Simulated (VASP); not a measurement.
A convergence study with VASP on CoSi2 (fluorite): one setting is varied, all else stays as given below, so the limit is that of these other settings.

```xyz
3
Lattice="0.0000 2.6800 2.6800 2.6800 0.0000 2.6800 2.6800 2.6800 0.0000" Properties=species:S:1:pos:R:3 pbc="T T T"
Co     0.0000     0.0000     0.0000
Si     1.3400     1.3400     1.3400
Si     4.0200     4.0200     4.0200
```

All values below come from PBEsol GGA, VASP's PBE PAW potentials (set 64) (plane waves; VASP). The tightest run used: 550 eV cut-off, 19×19×19 Γ-centred mesh, first-order Methfessel-Paxton smearing of 0.10 eV, potentials Co Si.

| setting | E (eV/atom) | pressure (GPa) | irreducible k-points |
|---|---|---|---|
| 1×1×1 mesh | 0.3991 | 104.12 | 1 |
| 2×2×2 mesh | -6.7569 | -8.51 | 3 |
| 3×3×3 mesh | -6.9244 | -5.15 | 4 |

**Question.** These are the cheaper rows. Estimate the results at 19×19×19 mesh, and how far the last row shown lies from them.

**Answer.** 
```json
[
 {"quantity": "E (eV/atom)", "tightest run": "-6.9889", "last row shown is off by": "0.0645"},
 {"quantity": "pressure (GPa)", "tightest run": "-4.90", "last row shown is off by": "-0.26"}
]
```

VASP warned of too few bands at 1×1×1 mesh.

Left out are rungs that failed or repeat a setting and relaxations that didn't move; long series are thinned to 24 rows.

The compound is CoSi2 in the fluorite structure. The cell was not relaxed at this level. The run is not spin-polarised, so no magnetic state was tried. The electron count is odd and the run is not spin-polarised, which forces a metal. VASP warned that the highest band is occupied, so more bands are needed.
